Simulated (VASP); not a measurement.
Here is the system:

```
WSe2
1.0
    1.63747    -2.83618     0.00000
    1.63747     2.83618     0.00000
    0.00000     0.00000    13.19836
W Se
2 4
Cartesian
  1.63747   0.94540   3.29959
  1.63747  -0.94540   9.89877
  1.63747   0.94540  11.57480
  1.63747  -0.94540   4.97563
  1.63747  -0.94540   1.62355
  1.63747   0.94540   8.22273
```

Level of theory: PBEsol GGA, VASP's PBE PAW potentials (set 64) (plane waves; VASP). Run with 500 eV cut-off, 8×8×2 Γ-centred mesh, Gaussian smearing of 0.050 eV, potentials W_sv Se.

Without a dispersion term in the relaxation, distances and binding between the weakly bound layers, chains or molecules are unreliable, and so is what depends on them.

**Question.** Estimate the energy per atom (σ→0).

**Answer.** 
```
Item                           Result
---------------------  --------------
energy per atom (σ→0)  -7.758 eV/atom
```

The compound is WSe2 in the 2H layered structure. It was relaxed first.
